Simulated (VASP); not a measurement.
**InSb (relaxed from the h-BN structure, space group P6_3/mmc): computed properties**

All values below come from r2SCAN meta-GGA, VASP's PBE PAW potentials (set 64) (plane waves; VASP).

* **space group**: P6_3/mmc (194)
* **cell**: a = b = 5.0253 Å, c = 6.2189 Å, α = β = 90.00°, γ = 120.00°
* **volume per atom**: 34.00 Å^3/atom
* **band gap (over mesh and band path)**: none (metal, semimetal or under 0.01 eV)
* **density**: 5.78 g/cm³

```cif
data_In2Sb2
_chemical_formula_sum 'In2 Sb2'
_space_group_name_H-M_alt 'P 1'
_space_group_IT_number 1
_cell_length_a 5.02532
_cell_length_b 5.02532
_cell_length_c 6.21888
_cell_angle_alpha 90.000
_cell_angle_beta 90.000
_cell_angle_gamma 120.000
loop_
_space_group_symop_operation_xyz
  'x, y, z'
loop_
_atom_site_label
_atom_site_type_symbol
_atom_site_fract_x
_atom_site_fract_y
_atom_site_fract_z
_atom_site_occupancy
In1 In 0.33333 0.66667 0.25000 1
In2 In 0.66667 0.33333 0.75000 1
Sb1 Sb 0.33333 0.66667 0.75000 1
Sb2 Sb 0.66667 0.33333 0.25000 1
```

Unless said otherwise, spin-orbit coupling is left out, though it shifts the bands of the heavy elements here.

The structure was generated: InSb was put into the h-BN type (P6_3/mmc), which need not be its known phase. It was relaxed first, which changed the volume by -39 %. Symmetry was kept, so distortions that lower it aren't found.
